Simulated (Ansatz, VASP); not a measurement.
## Nb in two plane-wave programs

Wanted: the spread between two codes on one cell, functional and k mesh. Of the first pair: The two relaxations start from unlike cells of this crystal (the structure described is Ansatz's start), so only their ends are compared.

Method: plane waves, with VASP 6.6.1 beside it; relaxation of cell and atoms at PBEsol, in Ansatz 0.2.0.

## (1) The structure

The structure is cubic, space group Im-3m (No. 229). The conventional cell has a = 3.328 Å, b = 3.328 Å, c = 3.328 Å, α = 90.00°, β = 90.00°, γ = 90.00°. Nearest to Nb lie 8 Nb at 2.88 Å.

Structure file:

```xyz
1
Lattice="-1.6640 1.6640 1.6640 1.6640 -1.6640 1.6640 1.6640 1.6640 -1.6640" Properties=species:S:1:pos:R:3 pbc="T T T"
Nb    0.0000    0.0000    0.0000
```

## (2) VASP: relaxation of cell and atoms, PBEsol, pair 1

The relaxed volume is the usual yardstick between codes: in a stiff, nearly cubic crystal its relative difference is about their pressure difference at one cell divided by the bulk modulus.

Lines of VASP's logs that name or quote its potential files are left out, and so is its time.

INCAR

```
SYSTEM = Nb
PREC = Accurate
ENCUT = 500
EDIFF = 1E-07
NELM = 120
ISMEAR = 0
SIGMA = 0.1
LREAL = .FALSE.
ALGO = Normal
GGA = PS
NBANDS = 12
LASPH = .TRUE.
LORBIT = 11
LWAVE = .FALSE.
LCHARG = .FALSE.
ISIF = 3
IBRION = 2
NSW = 80
EDIFFG = -0.005
GGA_COMPAT = .FALSE.
NELMIN = 4
```

POSCAR

```
Nb
1.0
   -1.6371636877      1.6371636877      1.6371636877
    1.6371636877     -1.6371636877      1.6371636877
    1.6371636877      1.6371636877     -1.6371636877
Nb
1
Direct
    0.0000000000      0.0000000000      0.0000000000
```

KPOINTS

```
Automatic mesh
0
Gamma
8 8 8
0 0 0
```

PAW data sets: Nb_sv (PBE family, release 64).

On the command line:

```
$ mpirun -np 1 vasp_std
```

Numbers of over 12 decimals in the logs are rounded to 6 here.

Log:

```text
[banner, memory and clock lines left out]
running    1 mpi-ranks, on    1 nodes
 distrk:  each k-point on    1 cores,    1 groups
 distr:  one band on    1 cores,    1 groups

 POSCAR found type information on POSCAR Nb
 POSCAR found :  1 types and       1 ions
|                                                                             |
|               ----> ADVICE to this user running VASP <----                  |
|                                                                             |
|     You enforced a specific xc type in the INCAR file but a different       |
|     [... a line on the potential file left out ...]
|     I HOPE YOU KNOW WHAT YOU ARE DOING!                                     |
|                                                                             |

 LDA part: xc-table for (Slater+PW92), standard interpolation
 POSCAR, INCAR and KPOINTS ok, starting setup
 FFT: planning ... GRIDC
 FFT: planning ... GRID_SOFT
 FFT: planning ... GRID
 WAVECAR not read
 entering main loop
       N       E                     dE             d eps       ncg     rms          rms(c)
DAV:   1     0.115898139361E+03    0.11590E+03   -0.72513E+03   696   0.106E+03
DAV:   2    -0.705558364462E+01   -0.12295E+03   -0.11804E+03   760   0.388E+02
DAV:   3    -0.112071907741E+02   -0.41516E+01   -0.40154E+01   976   0.632E+01
DAV:   4    -0.114563274409E+02   -0.24914E+00   -0.24806E+00  1000   0.145E+01
DAV:   5    -0.114656858630E+02   -0.93584E-02   -0.93572E-02  1004   0.234E+00    0.767E+00
DAV:   6    -0.110326770104E+02    0.43301E+00   -0.62794E-01  1108   0.997E+00    0.270E+00
DAV:   7    -0.109755191947E+02    0.57158E-01   -0.20011E-01  1148   0.554E+00    0.990E-01
DAV:   8    -0.109797911418E+02   -0.42719E-02   -0.12867E-02   796   0.147E+00    0.643E-02
DAV:   9    -0.109798476031E+02   -0.56461E-04   -0.10205E-03  1164   0.335E-01    0.384E-02
DAV:  10    -0.109798633483E+02   -0.15745E-04   -0.21591E-05   856   0.576E-02    0.129E-02
DAV:  11    -0.109798597653E+02    0.35830E-05   -0.51696E-06   920   0.371E-02    0.237E-03
DAV:  12    -0.109798596614E+02    0.10381E-06   -0.32965E-07  1020   0.627E-03    0.942E-04
DAV:  13    -0.109798596173E+02    0.44196E-07   -0.10797E-08   500   0.160E-03
   1 F= -.10979860E+02 E0= -.10976555E+02  d E =-.109799E+02
 curvature:   0.00 expect dE= 0.000E+00 dE for cont linesearch  0.000E+00
 trial: gam= 0.00000 g(F)=  0.413E-62 g(S)=  0.121E-04 ort = 0.000E+00 (trialstep = 0.100E+01)
 search vector abs. value=  0.121E-04
 bond charge predicted
       N       E                     dE             d eps       ncg     rms          rms(c)
DAV:   1    -0.109800992859E+02   -0.23962E-03   -0.68195E-03   944   0.118E+00    0.128E-01
DAV:   2    -0.109798690664E+02    0.23022E-03   -0.53218E-04  1028   0.302E-01    0.375E-02
DAV:   3    -0.109798412101E+02    0.27856E-04   -0.19183E-04  1232   0.140E-01    0.230E-02
DAV:   4    -0.109798473180E+02   -0.61079E-05   -0.45817E-06   924   0.223E-02    0.118E-02
DAV:   5    -0.109798542080E+02   -0.68899E-05   -0.13208E-05  1148   0.254E-02    0.494E-03
DAV:   6    -0.109798544381E+02   -0.23013E-06   -0.38630E-07   784   0.738E-03    0.963E-04
DAV:   7    -0.109798544657E+02   -0.27645E-07   -0.44979E-08   504   0.225E-03
   2 F= -.10979854E+02 E0= -.10976549E+02  d E =0.515153E-05
 trial-energy change:    0.000005  1 .order    0.000006   -0.000012    0.000024
 step:   0.3663(harm=  0.3349)  dis= 0.00000  next Energy=   -10.979862 (dE=-0.226E-05)
 bond charge predicted
       N       E                     dE             d eps       ncg     rms          rms(c)
DAV:   1    -0.109799596447E+02   -0.10521E-03   -0.27270E-03   932   0.746E-01    0.803E-02
DAV:   2    -0.109798706398E+02    0.89005E-04   -0.21430E-04  1016   0.192E-01    0.239E-02
DAV:   3    -0.109798599884E+02    0.10651E-04   -0.78460E-05  1196   0.891E-02    0.147E-02
DAV:   4    -0.109798612653E+02   -0.12768E-05   -0.19059E-06   920   0.146E-02    0.753E-03
DAV:   5    -0.109798621898E+02   -0.92456E-06   -0.52380E-06  1180   0.161E-02    0.312E-03
DAV:   6    -0.109798619630E+02    0.22679E-06   -0.14644E-07   676   0.474E-03    0.565E-04
DAV:   7    -0.109798619282E+02    0.34827E-07   -0.23473E-08   400   0.186E-03
   3 F= -.10979862E+02 E0= -.10976557E+02  d E =-.231096E-05
 curvature:  -0.17 expect dE=-0.360E-08 dE for cont linesearch -0.360E-08
 trial: gam= 0.00000 g(F)=  0.120E-62 g(S)=  0.215E-07 ort =-0.511E-06 (trialstep = 0.873E+00)
 search vector abs. value=  0.216E-07
 reached required accuracy - stopping structural energy minimisation
```

OUTCAR, selected parts (step 2):

```text
ion  position               nearest neighbor table
   1  0.000  0.000  0.000-

  LATTYP: Found a body centered cubic cell.
 ALAT       =     3.2743273754

 Subroutine GETGRP returns: Found 48 space group operations
 (whereof 48 operations were pure point group operations)

The static configuration has the point symmetry O_h .

 Found     29 irreducible k-points:

   k-points           NKPTS =     29   k-points in BZ     NKDIM =     29   number of bands    NBANDS=     12

   dimension x,y,z NGX =    24 NGY =   24 NGZ =   24
   dimension x,y,z NGXF=    48 NGYF=   48 NGZF=   48

   ENCUT  =  500.0 eV  36.75 Ry    6.06 a.u.   5.17  5.17  5.17*2*pi/ulx,y,z

   NELECT =      13.0000    total number of electrons

 k-points in reciprocal lattice and weights: Automatic mesh
   0.00000000  0.00000000  0.00000000       0.002
   0.12500000  0.00000000  0.00000000       0.023
   0.25000000  0.00000000  0.00000000       0.023
   0.37500000  0.00000000  0.00000000       0.023
   0.50000000  0.00000000  0.00000000       0.012
   0.12500000  0.12500000  0.00000000       0.047
   0.25000000  0.12500000 -0.00000000       0.094
   0.37500000  0.12500000  0.00000000       0.094
   0.25000000  0.25000000  0.00000000       0.047
[...]
0.50000000  0.50000000  0.37500000       0.023
   0.50000000  0.50000000  0.50000000       0.002

 average (electrostatic) potential at core
       1 -76.2126

 E-fermi :  11.2662

 k-point     1 :       0.0000    0.0000    0.0000
  band No.  band energies     occupation
      1     -42.8545      2.00000
      2     -18.1087      2.00000
      3     -18.1087      2.00000
      4     -18.1087      2.00000
      5       5.3931      2.00000
      6      11.7535      0.00000
      7      11.7535      0.00000
      8      11.7535      0.00000
      9      14.7552      0.00000
     10      14.7552      0.00000
    ...

 k-point     2 :       0.1250    0.0000    0.0000
  band No.  band energies     occupation
      1     -42.8151      2.00000
      2     -18.3419      2.00000
      3     -18.1793      2.00000
      4     -18.1108      2.00000
      5       6.0319      2.00000
      6      11.3680      0.14985
      7      11.6203      0.00000
      8      12.3873      0.00000
      9      14.2800      0.00000
     10      14.7650      0.00000
    ...

 k-point     3 :       0.2500    0.0000    0.0000
  band No.  band energies     occupation
    ...
      3     -18.3462      2.00000
      4     -18.1161      2.00000
      5       7.3667      2.00000
      6      10.5714      2.00000
      7      11.2898      0.73890
      8      14.1609      0.00000
      9      14.2249      0.00000
     10      14.9118      0.00000
     11      25.9177      0.00000
     12      27.6805      0.00000

  Total        0.0003858      0.0003858      0.0003858      0.0000000     -0.0000000      0.0000000
  in kB        0.0352326      0.0352326      0.0352326      0.0000000     -0.0000000      0.0000000
  external PRESSURE =       0.0352326 kB  Pullay stress =       0.0000000 kB

  energy-cutoff  :      500.00
  volume of cell :       17.54
      direct lattice vectors                 reciprocal lattice vectors
    -1.636899061  1.636899061  1.636899061     0.000000000  0.305455609  0.305455609
     1.636899061 -1.636899061  1.636899061     0.305455609  0.000000000  0.305455609
     1.636899061  1.636899061 -1.636899061     0.305455609  0.305455609  0.000000000

 POSITION                                       TOTAL-FORCE (eV/Angst)
 -----------------------------------------------------------------------------------
      0.00000      0.00000     -0.00000         0.000000     -0.000000      0.000000
 -----------------------------------------------------------------------------------
    total drift:                                0.000000      0.000000     -0.000000

  FREE ENERGIE OF THE ION-ELECTRON SYSTEM (eV)
  ---------------------------------------------------
  free  energy   TOTEN  =       -10.9798619282 eV

  energy  without entropy=      -10.9732521452  energy(sigma->0) =      -10.97655704

 reached required accuracy - stopping structural energy minimisation

 total charge
# of ion       s       p       d       tot
------------------------------------------
    1        2.230   6.003   2.519  10.752

[... 3 further parts left out ...]
```

## (3) Ansatz: relaxation of cell and atoms, PBEsol, pair 1

Ansatz runs on its default PAW (the set named soft_2) files.

Its own start cell and the same functional, mesh and smearing now go to Ansatz, which takes its cutoff from its data sets.

input.yaml

```yaml
crystal:
  lattice:
    - [-1.66395, 1.66395, 1.66395]
    - [1.66395, -1.66395, 1.66395]
    - [1.66395, 1.66395, -1.66395]
  atoms:
    - { symbol: Nb, position: [0.0, 0.0, 0.0] }
kpoints:
  mp_grid: { grid: [8, 8, 8] }
hamiltonian:
  xc: pbesol
scf:
  occupations: { method: gaussian, width: 0.1 }
output:
  forces: true
  stress: true
  eigenvalues: true
relax:
  adjacent_minimum: "off"
  f_tol: 0.05
  max_steps: 80
  cell: { stress_tol: 0.5 }
```

On the command line:

```
$ ansatz run input.yaml --threads 4 --pin off --max-ram 7168MiB --backend cpu --events-out ev --progress --plain --runs-dir out
```

Log:

```text
The last accepted step is kept in <dir> (removed where the run ends without a failure and the disk answers)
Engine: ansatz 0.2.0, aarch64-unknown-linux-gnu
Pseudopotentials: kind: paw
Pseudopotential: Nb, paw, valence charge 13, recommended cutoff 420 eV (normal), Nb.paw.azcp
Functional definition: PBEsol
  exchange = pbesol_x
  correlation = pbesol_c
Crystal: 1 atoms, lattice volume = 18.428 Å³
Basis set: ecut = 420 eV, 369 PW (Γ), exchange–correlation on 40×40×40 points (8 copies of the dense FFT grid, shifted against one another)
Bands: 11, of which v1, the nominal top of the filled ones, is band 7 counted from 1 (6 counted from 0)
Symmetry: 48 space group operations
Space group: Im-3m (ITA 229), of the structure as read, at distance tolerance 2.6e-5 Å
k-points: 29 of 512
Non-local potential: Nb, projectors of the file, l = 0: 3, l = 1: 2, l = 2: 2, l = 3: 1
PAW form: soft (Blöchl's): semilocal exchange-correlation on the pseudo side does not see the compensation charge
PAW frozen core: Nb, regenerated for the run's functional, and the local potential with it (the file was generated under x = pbe(κ = 0.804, μ = 0.219515), c = pbe(β = 0.066725))
PAW one-centre angular grid: Nb, 590 points (default); XC on 64 Gauss nodes
Initial density: superposition of atomic densities (neutral atoms: chi_scale 0, normalization atom), corrected by the library's trained network
Initial wavefunctions: pseudopotential atomic-orbital guess
Functional: x = pbesol(κ = 0.804, μ = 0.123457), c = pbesol(β = 0.046)
SCF iter   1: F=—  HF=-4495.461073 eV  |F-HF|=—  |Δ(HF+E_count)|=         —  Δρ=7.33e-3  dr2=8.62e-3  ethr=1.77e-3  ⟨swp⟩=4.9  Hψ=1833  notcnv=0
preconditioner: auto → none  [metal: Δε(μ)=0.069 eV  Ē_g=7.478 eV  σ=0.100 eV  W_gap=0.37  n_scr=0 (ndim 8)  ℏωp=19.3 eV  f_vac=0.000  D(μ)=1.24/eV (n_scr^D=12)]
SCF iter   2: F=—  HF=-4495.458184 eV  |F-HF|=—  |Δ(HF+E_count)|=   2.89e-3  Δρ=2.56e-3  dr2=4.81e-4  ethr=6.63e-5  ⟨swp⟩=2.1  Hψ=666  notcnv=0
SCF iter   3: F=—  HF=-4495.458085 eV  |F-HF|=—  |Δ(HF+E_count)|=   9.90e-5  Δρ=8.56e-4  dr2=5.30e-5  ethr=3.70e-6  ⟨swp⟩=1.0  Hψ=307  notcnv=0
SCF iter   4: F=—  HF=-4495.458074 eV  |F-HF|=—  |Δ(HF+E_count)|=   1.11e-5  Δρ=3.52e-5  dr2=9.07e-8  ethr=4.07e-7  ⟨swp⟩=1.1  Hψ=326  notcnv=0
iter 5 did not close the SCF: its close was put off for the readings that it lacked (scf_convergence_deferred on its scf_iter line)
SCF iter   5: F=-4495.458074 eV  HF=-4495.458074 eV  |F-HF|=1.03e-9  |Δ(HF+E_count)|=   1.41e-7  Δρ=5.72e-6  dr2=1.92e-9  ethr=6.98e-10  ⟨swp⟩=2.0  Hψ=479  notcnv=0
SCF iter   6: F=-4495.458074 eV  HF=-4495.458074 eV  |F-HF|=1.82e-12  |Δ(HF+E_count)|=  5.55e-10  Δρ=2.41e-7  dr2=4.06e-12  ethr=1.48e-11  ⟨swp⟩=2.5  Hψ=1102  notcnv=0
SCF 1 converged in 6 iterations: F = -4495.458074 eV  dr2 = 4.06e-12
  greatest PAW one-centre occupation: 0.998 electrons in one spin orbital (limit 2), on the Nb atom at site 0 (counted from 0), in its partial waves of l = 0
relax step   1: F+E_penalty+E_count = -4495.45807442 eV  Δ(F+E_penalty+E_count) = +0.000e0 eV  max|allowed force component| = 0.000e0 eV/Å  Δτ_max = 0.0000 Å  P = -8.110 GPa  Ω = 18.428 Å³  (6 SCF iters, dr2 threshold 1.00e-7 eV, accepted)
[...]
relax step   2: F+E_penalty+E_count = -4495.36336957 eV  Δ(F+E_penalty+E_count) = +9.470e-2 eV  max|allowed force component| = 0.000e0 eV/Å  Δτ_max = 0.0000 Å  P = +23.726 GPa  Ω = 15.862 Å³  energy of the carried Pulay correction = +3.500e-4 eV  (5 SCF iters, dr2 threshold 1.00e-7 eV, rejected (line search))
[...]
relax step   3: F+E_penalty+E_count = -4495.47998629 eV  Δ(F+E_penalty+E_count) = -2.191e-2 eV  max|allowed force component| = 0.000e0 eV/Å  Δτ_max = 0.0000 Å  P = -1.247 GPa  Ω = 17.699 Å³  energy of the carried Pulay correction = +9.440e-5 eV  (6 SCF iters, accepted)
[...]
relax step   4: F+E_penalty+E_count = -4495.48046152 eV  Δ(F+E_penalty+E_count) = -4.752e-4 eV  max|allowed force component| = 0.000e0 eV/Å  Δτ_max = 0.0000 Å  P = +0.091 GPa  Ω = 17.573 Å³  energy of the carried Pulay correction = +1.111e-4 eV  (3 SCF iters, dr2 threshold 1.00e-7 eV, accepted)
[...]
relax step   5: F+E_penalty+E_count = -4495.48035159 eV  Δ(F+E_penalty+E_count) = +1.099e-4 eV  max|allowed force component| = 0.000e0 eV/Å  Δτ_max = 0.0000 Å  P = +0.092 GPa  Ω = 17.573 Å³  stress off target by 9.15e-2 GPa  SCF on the basis re-selected at this cell (its energy is not comparable with the rows above)  (3 SCF iters)
basis re-selected at this cell: Δ(F+E_penalty+E_count) = +1.099e-4 eV, ΔP = +0.001 GPa vs the last step (what re-selecting the basis moved, of the pressure what is left beyond the Pulay correction that the steps carried, after the strain that the cell walked since its last selection, with what the two solves' SCF thresholds leave and, on support functions, any second-order correction that the steps lacked; it is no measure of the basis error at this ecutwfc). This SCF's stress stands 9.15e-2 GPa from its target on what of the cell is left free (relax.cell.stress_tol is 5.00e-1 GPa) and its largest allowed force component is 0.00e0 eV/Å (relax.f_tol is 5.00e-2 eV/Å): [rest of the remark cut]
SCF converged after 3 iterations
Free energy (F): -4495.480352 eV
Harris-Foulkes:  -4495.480352 eV  (|F-HF|=1.22e-9)
Internal energy: -4495.473689 eV  (E = F + TS)
E sigma→0 (E₀):  -4495.477020 eV
Entropy (-TS):   -0.006663 eV (-6.663 meV/atom)
Fermi energy:    18.007376 eV
--- Per-component energies (eV) ---
  E_band       = -62.081420
  E_kinetic    = 395.892651
  E_local      = -679.739606  (includes V_loc(G=0)·N_el)
  E_nonlocal   = 121.659729
  E_hartree    = 211.053916
  E_xc         = -174.837306
  E_vxc        = -212.975107  (∫ρ·V_xc dr)
  E_paw        = -3017.839525  (= ΣΔE_a)
  E_vpaw       = -109.026662  (= ΣTr[D̂ρ^β])
  E_aug_tail   = 0.000006  (compensation charges beyond the density's cutoff)
  E_ewald      = -1351.852263
  E_core_change = 0.188709  (= ΣΔE_core)
  E_smearing   = -0.006663  (= −TS)
  E_closure    = 0.000000  (closes the sum)
  Σ components = -4495.480352   (vs F -4495.480352, Δ=0.00e0)
--- Forces (eV/Å), atoms counted from 1 ---
  atom   1  Nb    -0.00000000     0.00000000    -0.00000000
  max |Σ_I F_I| component: 8.42e-32 eV/Å
--- Stress (GPa, compression-positive) ---
        0.091536      -0.000000      -0.000000
       -0.000000       0.091536       0.000000
       -0.000000       0.000000       0.091536
  P = ⅓ Tr σ = 0.0915 GPa (0.915 kbar)
--- Band table (eV; the first three rows and the last of 29) ---
  k-point 0: bands = [... 3 lower, -11.3651, 12.1718, 18.4894, 18.4894, 18.4894, 21.4843, 21.4843, 32.3390]
  k-point 1: bands = [... 3 lower, -11.3672, 12.8076, 18.1052, 18.3571, 19.1223, 21.0104, 21.4943, 32.8022]
  k-point 2: bands = [... 3 lower, -11.3725, 14.1333, 17.3106, 18.0313, 20.8928, 20.9557, 21.6413, 32.5728]
  k-point 28: bands = [... 3 lower, -12.3717, 14.2623, 14.2623, 23.9377, 23.9377, 23.9377, 27.3999, 27.3999]
--- Relaxed structure (4 steps of the walk, 3 accepted, 1 SCFs on fresh bases) ---
  F+E_penalty+E_count = -4495.48035159 eV   max|allowed force component| = 0.000e0 eV/Å   (the final SCF, on the basis selected at the relaxed cell)
  cell:  # Å, volume = 17.5727 Å³
    - [-1.637794, 1.637794, 1.637794]
    - [1.637794, -1.637794, 1.637794]
    - [1.637794, 1.637794, -1.637794]
  atoms:
    - { symbol: Nb, position: [0.0, 0.0, 0.0] }
```

## (4) Comparison

Known differences besides the potentials themselves: the cutoff is 420 eV in Ansatz and 500 eV in VASP; Ansatz makes its cores anew for this functional, VASP keeps those of its PBE data sets; Ansatz adds a Pulay correction to the stress that steers its cell, VASP none. Total energies have different zeros and are not compared.

Both answers:

```
                                         quantity  Ansatz   VASP  difference
                                      volume (Å³)   17.57  17.54     +0.16 %
edge a after relaxation, in the typed setting (Å)   2.837  2.835     +0.05 %
```

## (5) Ansatz: relaxation of cell and atoms, PBEsol, pair 2

The relaxed volume is the usual yardstick between codes: in a stiff, nearly cubic crystal its relative difference is about their pressure difference at one cell divided by the bulk modulus. Its start cell is another than that of the pair before, and may be another structure of the material.

The cell is taken from a series of runs on this material, whose earlier steps may have relaxed, scaled, displaced or heated it; both programs get it as it stands.

input.yaml, the sections that differ from step 3:

```yaml
crystal:
  lattice:
    - [-1.6377937009, 1.6377937009, 1.6377937009]
    - [1.6377937009, -1.6377937009, 1.6377937009]
    - [1.6377937009, 1.6377937009, -1.6377937009]
  atoms:
    - { symbol: Nb, position: [0.0, 0.0, 0.0] }
kpoints:
  mp_grid: { grid: [18, 18, 18] }
relax:
  adjacent_minimum: "off"
  f_tol: 0.005
  max_steps: 80
  cell: { stress_tol: 0.05 }
# hamiltonian, scf, output: as in step 3
```

Log:

```text
[...]
Crystal: 1 atoms, lattice volume = 17.573 Å³
Basis set: ecut = 420 eV, 321 PW (Γ), exchange–correlation on 40×40×40 points (8 copies of the dense FFT grid, shifted against one another)
Bands: 11, of which v1, the nominal top of the filled ones, is band 7 counted from 1 (6 counted from 0)
Symmetry: 48 space group operations
[...]
k-points: 195 of 5832
[...]
k-point 194: bands = [... 3 lower, -12.2831, 14.3111, 14.3111, 24.0412, 24.0412, 24.0412, 27.4902, 27.4902]
--- Relaxed structure (3 steps of the walk, 2 accepted, 1 SCFs on fresh bases) ---
[...]
cell:  # Å, volume = 17.5221 Å³
    - [-1.636222, 1.636222, 1.636222]
    - [1.636222, -1.636222, 1.636222]
    - [1.636222, 1.636222, -1.636222]
  atoms:
    - { symbol: Nb, position: [0.0, 0.0, 0.0] }
[key lines of the parts left out:]
SCF converged after 3 iterations
Free energy (F): -4495.456148 eV
Fermi energy:    18.200262 eV
P = ⅓ Tr σ = -0.0040 GPa (-0.040 kbar)
```

[end of part 1 of 2]

[Lines on the potential files, build, host, timing and source positions are cut from VASP's logs without a mark.]

[Logs are printed without paths, hosts, clocks, repeated set-up lines and the standing remarks that a program may print on its own settings, such as how far it seeks lower states.]

[Hosts, paths, dates, database ids (printed as entryN), source tags and the programs' standing remarks are cut or masked in the printed files.]
